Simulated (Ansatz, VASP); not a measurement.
# Co2TeS: VASP beside Ansatz, part 2 of 2

One calculation is typed for both programs; each brings its own data sets and cutoff. How far apart do they land? The cell is invented: As first built, before any earlier steps moved the atoms (in the runner's words): it takes the Mg2TeS structure with some of its atoms replaced by other elements, volume scaled by an estimate. It may not be a known or stable phase. The cell is taken from a series of VASP runs on this material, whose earlier steps may have relaxed, scaled or displaced it; both programs get it as it stands.

VASP 6.6.1 and Ansatz 0.2.0.

So far: Starting point; Ansatz: relaxation of cell and atoms, RPBE.

## 3. VASP: relaxation of cell and atoms, RPBE

Level of this step: RPBE, spin-polarised from a ferromagnetic start; plane waves and PAW (Te, Co, S); invented cell (VASP).

The same cell, functional, mesh and smearing now go to VASP, with its own data sets and cutoff.

Lines of VASP's logs that name or quote its potential files are left out, and so is its time.

Contents of INCAR:

```
SYSTEM = Co2TeS
PREC = Accurate
ENCUT = 400
EDIFF = 1E-06
NELM = 100
ISMEAR = -1
SIGMA = 0.05
LREAL = .FALSE.
ALGO = Normal
GGA = RP
NBANDS = 23
ISPIN = 2
MAGMOM = 0 2 2 0
LMAXMIX = 4
LORBIT = 11
LWAVE = .FALSE.
LCHARG = .FALSE.
KPAR = 2
IBRION = 2
NSW = 60
ISIF = 3
EDIFFG = -0.01
```

Contents of POSCAR:

```
Co2TeS
1.0
    1.8730742955      1.0814199216      6.0459241916
   -1.8730742955      1.0814199216      6.0459241916
    0.0000000000     -2.1628398432      6.0459241916
Te Co S
1 2 1
Direct
    0.8816050398      0.8816050398      0.8816050398
    0.0210346112      0.0210346112      0.0210346112
    0.4824980508      0.4824980508      0.4824980508
    0.3648649681      0.3648649681      0.3648649681
```

Contents of KPOINTS:

```
Automatic mesh
0
Gamma
7 7 7
0 0 0
```

PAW data sets: Te, Co and S (PBE family, release 64).

Run with:

```sh
mpirun -np 2 vasp_std
```

Numbers of over 12 decimals in the logs are rounded to 6 here.

The log of the run:

```text
[banner, memory and clock lines left out]
running    2 mpi-ranks, on    1 nodes
 distrk:  each k-point on    1 cores,    2 groups
 distr:  one band on    1 cores,    1 groups

 POSCAR found type information on POSCAR TeCoS
 POSCAR found :  3 types and       4 ions
|                                                                             |
|               ----> ADVICE to this user running VASP <----                  |
|                                                                             |
|     You enforced a specific xc type in the INCAR file but a different       |
|     [... a line on the potential file left out ...]
|     I HOPE YOU KNOW WHAT YOU ARE DOING!                                     |
|                                                                             |

 LDA part: xc-table for (Slater+PW92), standard interpolation
 POSCAR, INCAR and KPOINTS ok, starting setup
 FFT: planning ... GRIDC
 FFT: planning ... GRID_SOFT
 FFT: planning ... GRID
 WAVECAR not read
 entering main loop
       N       E                     dE             d eps       ncg     rms          rms(c)
DAV:   1     0.169175000090E+03    0.16918E+03   -0.10408E+04  4048   0.107E+03
DAV:   2    -0.763542590135E+01   -0.17681E+03   -0.16559E+03  4125   0.259E+02
DAV:   3    -0.213608522859E+02   -0.13725E+02   -0.13349E+02  5028   0.831E+01
DAV:   4    -0.217956684210E+02   -0.43482E+00   -0.43410E+00  4909   0.156E+01
DAV:   5    -0.218129490651E+02   -0.17281E-01   -0.17278E-01  5370   0.313E+00    0.173E+01
DAV:   6    -0.265278338391E+02   -0.47149E+01   -0.49110E+01  5145   0.106E+02    0.273E+01
DAV:   7    -0.208035036143E+02    0.57243E+01   -0.18552E+01  4973   0.970E+01    0.137E+01
DAV:   8    -0.214232440310E+02   -0.61974E+00   -0.17498E+01  5382   0.625E+01    0.174E+01
DAV:   9    -0.201689308426E+02    0.12543E+01   -0.10707E+01  6165   0.387E+01    0.483E+00
DAV:  10    -0.201138663221E+02    0.55065E-01   -0.55029E-01  6161   0.976E+00    0.112E+00
DAV:  11    -0.201169827090E+02   -0.31164E-02   -0.28202E-02  5245   0.153E+00    0.803E-01
DAV:  12    -0.201180489521E+02   -0.10662E-02   -0.60798E-03  5695   0.110E+00    0.340E-01
DAV:  13    -0.201196796293E+02   -0.16307E-02   -0.48549E-03  6401   0.887E-01    0.251E-01
DAV:  14    -0.201201269435E+02   -0.44731E-03   -0.87577E-04  6457   0.369E-01    0.191E-01
DAV:  15    -0.201205034135E+02   -0.37647E-03   -0.15060E-03  6447   0.653E-01    0.806E-02
DAV:  16    -0.201206198488E+02   -0.11644E-03   -0.56149E-04  6555   0.284E-01    0.555E-02
DAV:  17    -0.201206505196E+02   -0.30671E-04   -0.16853E-04  6785   0.186E-01    0.363E-02
DAV:  18    -0.201206580510E+02   -0.75313E-05   -0.73388E-05  6476   0.132E-01    0.916E-03
DAV:  19    -0.201206604511E+02   -0.24001E-05   -0.15858E-05  4847   0.440E-02    0.423E-03
DAV:  20    -0.201206608549E+02   -0.40380E-06   -0.27245E-06  2868   0.220E-02
   1 F= -.20120661E+02 E0= -.20106364E+02  d E =-.201207E+02  mag=     0.9917
[... from here on, the cycles between the ionic steps are left out ...]
   2 F= -.20121538E+02 E0= -.20107302E+02  d E =-.877111E-03  mag=     0.9941
  10 F= -.20124814E+02 E0= -.20111164E+02  d E =-.120724E-02  mag=     1.0637
  11 F= -.20124811E+02 E0= -.20111167E+02  d E =-.120354E-02  mag=     1.0642
  12 F= -.20124837E+02 E0= -.20111185E+02  d E =-.267495E-04  mag=     1.0653
  13 F= -.20124843E+02 E0= -.20111181E+02  d E =-.324753E-04  mag=     1.0665
  14 F= -.20124847E+02 E0= -.20111168E+02  d E =-.383829E-05  mag=     1.0686
  15 F= -.20124846E+02 E0= -.20111160E+02  d E =-.301582E-05  mag=     1.0698
  16 F= -.20124838E+02 E0= -.20111138E+02  d E =0.461239E-05  mag=     1.0716
  17 F= -.20124842E+02 E0= -.20111144E+02  d E =0.779825E-06  mag=     1.0713
  18 F= -.20124845E+02 E0= -.20111151E+02  d E =-.184566E-05  mag=     1.0708
  19 F= -.20124846E+02 E0= -.20111154E+02  d E =-.252191E-05  mag=     1.0705
  20 F= -.20124846E+02 E0= -.20111150E+02  d E =-.313030E-05  mag=     1.0704
 curvature:  -0.06 expect dE=-0.208E-05 dE for cont linesearch -0.579E-06
 ZBRENT: accuracy reached
 trial: gam=-0.15573 g(F)=  0.177E-04 g(S)=  0.161E-04 ort = 0.438E-04 (trialstep = 0.349E+00)
 search vector abs. value=  0.250E-04
 bond charge predicted
       N       E                     dE             d eps       ncg     rms          rms(c)
DAV:   1    -0.201248554880E+02   -0.97002E-05   -0.40468E-04  4384   0.171E-01    0.296E-02
DAV:   2    -0.201248800757E+02   -0.24588E-04   -0.20459E-04  5065   0.247E-01    0.559E-02
DAV:   3    -0.201248677865E+02    0.12289E-04   -0.24019E-04  5055   0.266E-01    0.637E-02
DAV:   4    -0.201248452785E+02    0.22508E-04   -0.84730E-05  4960   0.156E-01    0.662E-03
DAV:   5    -0.201248450395E+02    0.23897E-06   -0.44231E-06  4159   0.144E-02
  21 F= -.20124845E+02 E0= -.20111147E+02  d E =0.114167E-05  mag=     1.0709
 trial-energy change:    0.000001  1 .order   -0.000006   -0.000009   -0.000002
 step:   0.4657(harm=  0.4657)  dis= 0.00024  next Energy=   -20.124852 (dE=-0.626E-05)
 reached required accuracy - stopping structural energy minimisation
```

OUTCAR, selected parts (step 3):

```text
ion  position               nearest neighbor table
   1  0.882  0.882  0.882-   3 2.47   3 2.47   3 2.47   2 2.53
   2  0.021  0.021  0.021-   4 2.17   4 2.17   4 2.17   1 2.53
   3  0.482  0.482  0.482-   4 2.13   1 2.47   1 2.47   1 2.47
   4  0.365  0.365  0.365-   3 2.13   2 2.17   2 2.17   2 2.17

  LATTYP: Found a trigonal (rhomboedric) cell.
 ALAT       =     6.4211428651
 COS(alpha) =     0.8298173280

 Subroutine GETGRP returns: Found  6 space group operations
 (whereof  6 operations were pure point group operations)

The static configuration has the point symmetry C_3v.

 Found     44 irreducible k-points:

   k-points           NKPTS =     44   k-points in BZ     NKDIM =     44   number of bands    NBANDS=     23

   dimension x,y,z NGX =    42 NGY =   42 NGZ =   42
   dimension x,y,z NGXF=    84 NGYF=   84 NGZF=   84

   ENCUT  =  400.0 eV  29.40 Ry    5.42 a.u.  10.47 10.47 10.47*2*pi/ulx,y,z

   NELECT =      30.0000    total number of electrons

 k-points in reciprocal lattice and weights: Automatic mesh
   0.00000000  0.00000000  0.00000000       0.003
   0.14285714  0.00000000 -0.00000000       0.017
   0.28571429  0.00000000 -0.00000000       0.017
   0.42857143  0.00000000 -0.00000000       0.017
   0.14285714  0.14285714 -0.00000000       0.017
   0.28571429  0.14285714 -0.00000000       0.035
   0.42857143  0.14285714  0.00000000       0.035
  -0.42857143  0.14285714 -0.00000000       0.035
  -0.28571429  0.14285714  0.00000000       0.035
[...]
0.42857143  0.42857143  0.42857143       0.006
  -0.42857143  0.42857143  0.42857143       0.017

 average (electrostatic) potential at core
       1 -87.6802       2 -81.0894       3 -81.0383       4 -85.2131

 E-fermi :   7.4946

 spin component 1
 k-point     1 :       0.0000    0.0000    0.0000
  band No.  band energies     occupation
    ...
      9       5.8003      1.00000
     10       5.9745      1.00000
     11       5.9745      1.00000
     12       6.0675      1.00000
     13       6.0675      1.00000
     14       8.4967      0.00000
     15       8.4967      0.00000
     16       8.6820      0.00000
     17       9.8104      0.00000
     18       9.8104      0.00000
    ...

 k-point     2 :       0.1429    0.0000   -0.0000
  band No.  band energies     occupation
    ...
     10       5.8660      1.00000
     11       5.8822      1.00000
     12       6.1173      1.00000
     13       6.1872      1.00000
     14       7.4596      0.66826
     15       8.2032      0.00000
     16       8.7145      0.00000
     17       8.9430      0.00000
     18       9.2608      0.00000
     19      11.7403      0.00000
    ...

 k-point     3 :       0.2857    0.0000   -0.0000
  band No.  band energies     occupation
    ...
     10       5.6899      1.00000
     11       5.7890      1.00000
     12       6.1811      1.00000
     13       6.2949      1.00000
     14       6.6514      1.00000
     15       7.5230      0.36193
     16       7.5683      0.18650
     17       8.4280      0.00000
     18       8.4558      0.00000
     19      12.2172      0.00000
    ...

 k-point     4 :       0.4286    0.0000   -0.0000
  band No.  band energies     occupation
    ...
     12       6.0988      1.00000
     13       6.2339      1.00000
     14       6.4550      1.00000
     15       6.9791      0.99997
     16       7.1539      0.99890
     17       7.7357      0.00799
     18       8.0084      0.00003
     19      12.1107      0.00000
     20      12.5649      0.00000
     21      13.7370      0.00000
    ...

 k-point     5 :       0.1429    0.1429   -0.0000
  band No.  band energies     occupation
    ...
      9       5.7342      1.00000
     10       5.8892      1.00000
     11       5.8910      1.00000
     12       6.1255      1.00000
     13       6.1339      1.00000
     14       7.5777      0.15953
     15       8.0703      0.00001
     16       8.4731      0.00000
     17       9.0509      0.00000
     18       9.4512      0.00000
    ...

 k-point     6 :       0.2857    0.1429   -0.0000
  band No.  band energies     occupation
    ...
     10       5.8064      1.00000
     11       5.8543      1.00000
     12       6.0889      1.00000
     13       6.2793      1.00000
     14       6.8401      1.00000
     15       7.5565      0.22492
     16       7.7345      0.00818
     17       8.3436      0.00000
     18       8.9396      0.00000
     19      12.5707      0.00000
    ...

  Total       -0.0020584     -0.0020584     -0.0145104      0.0000000      0.0000000     -0.0000000
  in kB       -0.0451381     -0.0451381     -0.3181931      0.0000000      0.0000000     -0.0000000
  external PRESSURE =      -0.1361564 kB  Pullay stress =       0.0000000 kB

  energy-cutoff  :      400.00
  volume of cell :       73.06
      direct lattice vectors                 reciprocal lattice vectors
     1.878461524  1.084530239  5.977285092     0.266175268  0.153676367  0.055766678
    -1.878461524  1.084530239  5.977285092    -0.266175268  0.153676367  0.055766678
     0.000000000 -2.169060479  5.977285092     0.000000000 -0.307352733  0.055766678

 POSITION                                       TOTAL-FORCE (eV/Angst)
 -----------------------------------------------------------------------------------
      0.00000      0.00000     15.79682        -0.000000     -0.000000     -0.000462
      0.00000      0.00000      0.42957         0.000000     -0.000000      0.004297
      0.00000      0.00000      8.63837        -0.000000      0.000000     -0.009342
      0.00000      0.00000      6.51603         0.000000      0.000000      0.005506
 -----------------------------------------------------------------------------------
    total drift:                                0.000000     -0.000003      0.000442

  FREE ENERGIE OF THE ION-ELECTRON SYSTEM (eV)
  ---------------------------------------------------
  free  energy   TOTEN  =       -20.1248450395 eV

  energy  without entropy=      -20.0974490504  energy(sigma->0) =      -20.11114704

 reached required accuracy - stopping structural energy minimisation

 total charge
# of ion       s       p       d       tot
------------------------------------------
    1        1.363   1.935   0.095   3.393
    2        0.408   0.467   7.426   8.302
    3        0.421   0.448   7.448   8.317
    4        1.329   2.372   0.000   3.701
--------------------------------------------------
tot          3.521   5.223  14.969  23.713

 magnetization (x)
# of ion       s       p       d       tot
------------------------------------------
    1        0.009  -0.034  -0.002  -0.026
    2        0.007   0.005   0.555   0.567
    3        0.015   0.009   0.457   0.481
    4        0.003   0.038   0.000   0.041
--------------------------------------------------
tot          0.034   0.018   1.010   1.062

[... 6 further parts left out ...]
```

CONTCAR:

```
Co2TeS
   1.00000000000000
     1.8784615241937401    1.0845302393044671    5.9772850919040925
    -1.8784615241937401    1.0845302393044671    5.9772850919040925
     0.0000000000000000   -2.1690604786089343    5.9772850919040925
  Te              Co              S
     1     2     1
Direct
     0.8809363646560020    0.8809363646560020    0.8809363646560020
     0.0239557776582062    0.0239557776582062    0.0239557776582062
     0.4817333975509887    0.4817333975509887    0.4817333975509887
     0.3633771300348022    0.3633771300348022    0.3633771300348022
```

LASPH is off, so gradient terms of the non-spherical density inside the spheres are left out; for open d or f shells this can shift gaps and moments.

## 4. Side by side

Known differences besides the potentials themselves: both relaxations stop at a tolerance, which leaves soft axes loose, and VASP keeps its plane-wave basis; the data sets hold 56 valence electrons in Ansatz (default PAW (the set named soft_2) files) and 30 in VASP; the cutoff is 420 eV in Ansatz and 400 eV in VASP; Ansatz makes its cores anew for this functional, VASP keeps those of its PBE data sets; VASP leaves aspherical gradient terms in its spheres out (LASPH is not set), Ansatz keeps them; Ansatz adds a Pulay correction to the stress that steers its cell, VASP none; site moments are counted in spheres of each program's own size. Total energies have different zeros and are not compared.

Compared:

| quantity | Ansatz | VASP | difference |
| --- | --- | --- | --- |
| volume (Å³) | 73.44 | 73.06 | +0.51 % |
| edge a after relaxation, in the typed setting (Å) | 6.383 | 6.359 | +0.38 % |
| total moment (μB) | 1.10 | 1.07 | +0.03 |
| moment on Co2 (μB) | 0.49 | 0.57 | -0.08 |
| moment on Co3 (μB) | 0.57 | 0.48 | +0.09 |

The walks stopped with 0.00 GPa left in Ansatz and -0.01 GPa in VASP; each walk ends within a tolerance, so the volume difference is uncertain by about these residues over the bulk modulus, most in soft cells.

## 5. Summary of results

```
difference in volume (relaxation of cell and atoms, RPBE) : 0.51 %
```

The difference in volume is 0.51 % (relaxation of cell and atoms, RPBE), within the 1.2 % picked in this series as the mark of a large difference, as far as the stopping tolerances let one tell. Such differences can come from data sets, numerical settings and the points named under the comparisons, not from the functional's error against experiment.

[Lines on the potential files, build, host, timing and source positions are cut from VASP's logs without a mark.]

[Logs are printed without paths, hosts, clocks, repeated set-up lines and the standing remarks that a program may print on its own settings, such as how far it seeks lower states.]

[Hosts, paths, dates, database ids (printed as entryN), source tags and the programs' standing remarks are cut or masked in the printed files.]
